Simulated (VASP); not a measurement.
A run of VASP 6.6.1:

The input INCAR:

```
PREC = Accurate
ENCUT = 520
EDIFF = 1E-6
ISMEAR = 0
SIGMA = 0.03
LREAL = F
LASPH = T
NELM = 80
ALGO = Normal
ISIF = 2
LWAVE = F
LCHARG = F
MAGMOM = 0 0 0 0 0 0 0 0 0 0 0 0 0 0 0 0 0 0
LORBIT = 11
LSORBIT = T
GGA_COMPAT = F
LMAXMIX = 4
GGA = PE
IVDW = 12
NBANDS = 70
KPAR = 2
```

Contents of KPOINTS:

```
regular mesh
0
Gamma
  9 9 2
```

POSCAR

```
WS2                                     
1.0
    3.1541047172     -0.0000000000      0.0000000000
   -1.5770523586      2.7315348073      0.0000000000
   -0.0000000000     -0.0000000000     12.1422886781
  W               S             
     2     4
Direct
     0.3333333300000021    0.6666666699999979    0.2500000000000000
     0.6666666699999979    0.3333333300000021    0.7500000000000000
     0.3333333300000021    0.6666666699999979    0.6203012447095502
     0.6666666699999979    0.3333333300000021    0.1203012447095501
     0.3333333300000021    0.6666666699999979    0.8796987552904498
     0.6666666699999979    0.3333333300000021    0.3796987552904499
```

KPOINTS_OPT

```
explicit points
141
Reciprocal
 0.0000000000  0.0000000000  0.0000000000 1
 0.0357142857  0.0000000000  0.0000000000 1
 0.0714285714  0.0000000000  0.0000000000 1
 0.1071428571  0.0000000000  0.0000000000 1
 0.1428571429  0.0000000000  0.0000000000 1
 0.1785714286  0.0000000000  0.0000000000 1
[... 133 lines left out ...]
 0.5000000000  0.0000000000  0.5000000000 1
 0.5000000000  0.0000000000  0.0000000000 1
```

Potentials or basis: VASP PAW PBE potentials, release 64 (W_sv, S).

Launch:

```sh
$ cat potpaw_PBE.64/W_sv/POTCAR potpaw_PBE.64/S/POTCAR > POTCAR
$ mpirun -np 2 vasp_ncl > vasp.out
```

Hardware: 2 MPI ranks on Intel(R) Xeon(R) Platinum 8488C (Sapphire Rapids), on a shared host.

**Question.** How long does it take, and how much memory?

**Answer.** It took 14 min on 2 MPI ranks on Intel(R) Xeon(R) Platinum 8488C (Sapphire Rapids), on a shared host, peak memory 0.67 GiB a rank. Counts: scf iterations 75, k points 24.
